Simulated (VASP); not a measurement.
Energy against volume of SrTe (rock salt). Method: optB86b-vdW, VASP's PBE PAW potentials (set 64) (plane waves; VASP). Numerical set-up: 520 eV cut-off, 7×7×7 Γ-centred mesh, Gaussian smearing of 0.050 eV, potentials Sr_sv Te.

| V (Å³/atom) | E (eV/atom) |
|---|---|
| 35.703 | -2.16117 |
| 36.808 | -2.16515 |
| 37.912 | -2.16177 |
| 39.016 | -2.15210 |

**Question.** Fit these four points and predict the energy of the run at 34.599 Å³/atom.

**Answer.** A cubic in V^(−2/3), the third-order Birch-Murnaghan form, passes through the four points with V0 = 36.82 Å³/atom and B0 = 35 GPa, and gives -2.1486 eV/atom there. The run gave -2.1486 eV/atom, +0.0 meV/atom from the fit; all five points give B0 = 35 GPa.

The compound is SrTe in the rock salt structure. It was relaxed first.
